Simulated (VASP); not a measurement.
A run of VASP 6.6.1:

INCAR

```
PREC = Accurate
ENCUT = 520
EDIFF = 1E-6
ISMEAR = 0
SIGMA = 0.01
LREAL = False
LASPH = True
NELM = 100
ALGO = Fast
ISIF = 2
LWAVE = False
LCHARG = False
GGA = PS
NBANDS = 21
```

The input KPOINTS:

```
Automatic mesh
0
Gamma
  6 6 6
```

POSCAR

```
KLiCl2
1.0
    1.9888981765      1.1482908976      6.8179679529
   -1.9888981765      1.1482908976      6.8179679529
    0.0000000000     -2.2965817953      6.8179679529
Li K Cl
1 1 2
Direct
    1.0000000000      0.0000000000      0.0000000000
    0.5000000000      0.5000000000      0.5000000000
    0.2652499092      0.2652499092      0.2652499092
    0.7347500908      0.7347500908      0.7347500908
```

Potentials or basis: VASP PAW PBE potentials, release 64 (Li_sv, K_sv, Cl).

The run is started by

```console
$ cat potpaw_PBE.64/Li_sv/POTCAR potpaw_PBE.64/K_sv/POTCAR potpaw_PBE.64/Cl/POTCAR > POTCAR
$ mpirun -np 1 vasp_std > vasp.out
```

Hardware: 1 thread of AMD EPYC 9R14 (Zen 4) (shared host).

Question: How long does it take, and how much memory?

Answer: Wall time 7.3 min on 1 thread of AMD EPYC 9R14 (Zen 4), on a shared host, peak memory 0.4 GiB. Counts: scf iterations 44, k points 32.
